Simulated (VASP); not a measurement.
Crystal: ZnO.

```
Zn O
1.0
     3.24931    0.00000    0.00000
    -1.62465    2.81398    0.00000
     0.00000    0.00000    5.20571
Zn O
2 2
Direct
  0.33333 0.66667 0.50000
  0.66667 0.33333 0.00000
  0.66667 0.33333 0.37901
  0.33333 0.66667 0.87901
```

| Property | Result |
| --- | --- |
| Program | VASP 6.6.1 |
| Task | relaxation of cell and atoms |
| Functional | PBE |
| Potentials or basis | VASP PAW PBE potentials, release 64 (Zn, O) |
| Cutoff | 520 eV |
| k mesh | 6 × 6 × 4 |
| Occupations | gaussian, width 0.02 eV |
| Spin | no spin polarisation |

At the start: pressure 6.0 GPa; volume 11.90 Å³/atom.

**Question.** Where does the relaxation end?

**Answer.** Over 11 steps the energy falls by 9.4 meV/atom and the volume is 12.40 Å³/atom (+4.2 %); space group P6_3mc (No. 186, to 0.05 Å).

The path:
```csv
step,energy change (eV),largest force (eV/Å),pressure (GPa),volume (Å³)
1,0.0000,0.0740,6.00,47.60
2,-0.0277,0.0267,-2.74,50.73
3,-0.0374,0.0001,0.01,49.63
4,-0.0374,0.0012,-0.12,49.67
5,-0.0375,0.0094,0.05,49.61
6,-0.0375,0.0098,0.05,49.60
7,-0.0375,0.0089,0.01,49.62
8,-0.0376,0.0072,-0.05,49.64
9,-0.0376,0.0008,-0.02,49.62
10,-0.0376,0.0016,0.04,49.62
11,-0.0376,0.0009,0.00,49.62
```

Final structure:
```
Zn O
1.0
     3.28685    0.00000    0.00000
    -1.64342    2.84649    0.00000
     0.00000    0.00000    5.30345
Zn O
2 2
Direct
  0.33333 0.66667 0.49995
  0.66667 0.33333 0.99995
  0.66667 0.33333 0.37906
  0.33333 0.66667 0.87906
```
